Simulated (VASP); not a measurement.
VASP ran on this input.

### INCAR
```
# general
SYSTEM  = Au
PREC    = Accurate
ENCUT   = 400
LREAL   = .FALSE.
LASPH   = .TRUE.

# electronic loop
EDIFF   = 1E-6
NELM    = 100
ALGO    = Normal
LMAXMIX = 6

# smearing
ISMEAR  = 1
SIGMA   = 0.1

# functional
GGA     = PS

# ions
IBRION  = 2
NSW     = 60
ISIF    = 3
EDIFFG  = -0.01

# output
LWAVE   = .FALSE.
LCHARG  = .FALSE.
```

POSCAR:
```
Au
1.0
  0.0000000000   2.8920810000   2.8920810000
  2.8920810000   0.0000000000   2.8920810000
  2.8920810000   2.8920810000   0.0000000000
Au
2
Cart
  4.3381215000   4.3381215000   4.3381215000
  2.8920810000   2.8920810000   2.8920810000
```

File KPOINTS:
```
kpoints
0
G
10 10 10
0 0 0
```

POTCAR, in this order: Au (PBE.64 set). Program: vasp_std.

### Question
Write an equivalent input for Ansatz.

### Answer
One equivalent input (not run):
Ansatz 0.2 input:
```yaml
crystal:
  lattice:
    - [0.0000000, 2.8920810, 2.8920810]
    - [2.8920810, 0.0000000, 2.8920810]
    - [2.8920810, 2.8920810, 0.0000000]
  atoms:
    - { symbol: Au, position: [0.7500000, 0.7500000, 0.7500000] }
    - { symbol: Au, position: [0.5000000, 0.5000000, 0.5000000] }
kpoints:
  mp_grid: { grid: [10, 10, 10] }
hamiltonian:
  xc: pbesol
  pseudopotentials: { kind: paw }
scf:
  occupations: { method: methfessel_paxton, width: 0.1 }
  max_iter: 100
relax:
  max_steps: 60
  f_tol: 0.01
  cell: {}
output: { forces: true, stress: true, eigenvalues: true }
```
What does not carry over: each code has its own PAW files, so the cut-off isn't converted (ENCUT is set for VASP's; basis.ecutwfc is left out, and Ansatz then takes the one that its files recommend); Ansatz stops its SCF on the density residual and VASP on the energy change (EDIFF).

The structure was generated: Au was put into the diamond type (Fd-3m), which need not be its known phase. This run relaxes it. Symmetry was kept, so distortions that lower it aren't found.
